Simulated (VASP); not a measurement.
Output of a VASP run:

**OSZICAR**
```
       N       E                     dE             d eps       ncg     rms          rms(c)
DAV:   1     0.279522864699E+03    0.27952E+03   -0.16397E+04  1544   0.119E+03
DAV:   2    -0.180956613892E+02   -0.29762E+03   -0.29406E+03  1800   0.327E+02
DAV:   3    -0.325206984431E+02   -0.14425E+02   -0.14335E+02  1976   0.677E+01
DAV:   4    -0.327490251300E+02   -0.22833E+00   -0.22778E+00  1984   0.946E+00
DAV:   5    -0.327543454331E+02   -0.53203E-02   -0.53178E-02  2208   0.126E+00    0.104E+01
DAV:   6    -0.320449179882E+02    0.70943E+00   -0.29461E+00  1856   0.738E+00    0.677E+00
DAV:   7    -0.320169624923E+02    0.27955E-01   -0.47545E-01  1920   0.331E+00    0.257E+00
DAV:   8    -0.320283603197E+02   -0.11398E-01   -0.44748E-02  1960   0.121E+00    0.621E-01
DAV:   9    -0.320279173015E+02    0.44302E-03   -0.40848E-03  2008   0.327E-01    0.365E-01
DAV:  10    -0.320280498505E+02   -0.13255E-03   -0.20408E-03  1840   0.193E-01    0.101E-01
DAV:  11    -0.320280950088E+02   -0.45158E-04   -0.17081E-04  2032   0.677E-02    0.448E-02
DAV:  12    -0.320281163683E+02   -0.21359E-04   -0.24043E-05  1952   0.244E-02    0.201E-02
DAV:  13    -0.320281289614E+02   -0.12593E-04   -0.19428E-05  1816   0.272E-02    0.593E-03
DAV:  14    -0.320281290171E+02   -0.55694E-07   -0.72911E-07  1504   0.417E-03
   1 F= -.32028129E+02 E0= -.32024180E+02  d E =-.789717E-02
```

File OUTCAR:
```
------------------------ aborting loop because EDIFF is reached ----------------------------------------
  FORCE on cell =-STRESS in cart. coord.  units (eV):
  Direction    XX          YY          ZZ          XY          YZ          ZX
  --------------------------------------------------------------------------------------
  Total        0.3592763      0.3592765     -3.6700994     -0.0000000     -0.0000001      0.0000000
  in kB        4.9119170      4.9119192    -50.1764914     -0.0000000     -0.0000019      0.0000000
  external PRESSURE =     -13.4508851 kB  Pullay stress =       0.0000000 kB
  volume of cell :      117.19
      direct lattice vectors                 reciprocal lattice vectors
     1.938777000  1.119354000  8.999983000     0.257894539  0.148895449  0.037037101
    -1.938777000  1.119354000  8.999983000    -0.257894539  0.148895449  0.037037101
     0.000000000 -2.238707000  8.999983000     0.000000000 -0.297790898  0.037037118
 POSITION                                       TOTAL-FORCE (eV/Angst)
 -----------------------------------------------------------------------------------
      0.00000      0.00000     10.77298         0.000000      0.000000      1.488506
      0.00000      0.00000     16.22697         0.000000     -0.000000     -1.488506
      0.00000      0.00000      0.00000         0.000000      0.000000      0.000000
      0.00000      0.00000      5.61599         0.000000      0.000000      1.473458
      0.00000      0.00000     21.38396         0.000000     -0.000000     -1.473458
 -----------------------------------------------------------------------------------
    total drift:                               -0.000000     -0.000000      0.000000
  FREE ENERGIE OF THE ION-ELECTRON SYSTEM (eV)
  ---------------------------------------------------
  free  energy   TOTEN  =       -32.0281290171 eV

  energy  without entropy=      -32.0202318433  energy(sigma->0) =      -32.02418043
```
(Selected blocks of OUTCAR.)

POSCAR:
```
Sm2S3
1
    1.9387770000     1.1193540000     8.9999830000
   -1.9387770000     1.1193540000     8.9999830000
    0.0000000000    -2.2387070000     8.9999830000
Sm S
2 3
Direct
  0.3990000000   0.3990000000   0.3990000000
  0.6010000000   0.6010000000   0.6010000000
  0.0000000000   0.0000000000   0.0000000000
  0.2080000000   0.2080000000   0.2080000000
  0.7920000000   0.7920000000   0.7920000000
```

Problem. Reconstruct the remaining input files.

Solution. This is not unique; one that fits is the input of the run itself, PBE GGA, plane waves, VASP's PBE PAW potentials (set 64).

**INCAR**
```
SYSTEM = Sm2S3
PREC = Accurate
ENCUT = 400
EDIFF = 1E-6
NELM = 100
ALGO = Normal
LREAL = .FALSE.
LASPH = .TRUE.
ISMEAR = 0
SIGMA = 0.05
GGA = PE
LMAXMIX = 6
LWAVE = .FALSE.
LCHARG = .FALSE.
ISIF = 2
NELECT = 39.5
```

**KPOINTS**
```
Automatic mesh
0
Gamma
6 6 6
0 0 0
```

POTCAR, in this order: Sm_3 S (PBE.64 set). Program: vasp_std.

The 4f electrons are frozen in the core of the lanthanide potential, so 4f levels, which can set the real gap, and their magnetism are missing. The cell is charged, with a uniform compensating background.

The structure was generated: Sm2S3 was put into the Bi2Te3 type (R-3m), which need not be its known phase. The cell was not relaxed at this level. The k-mesh is coarse (spacing up to 0.31 per Å, 2π included), so the numbers may not be converged in it. The run is one of a series of settings (NELECT = 39.5 against the base run), some of them coarse on purpose.
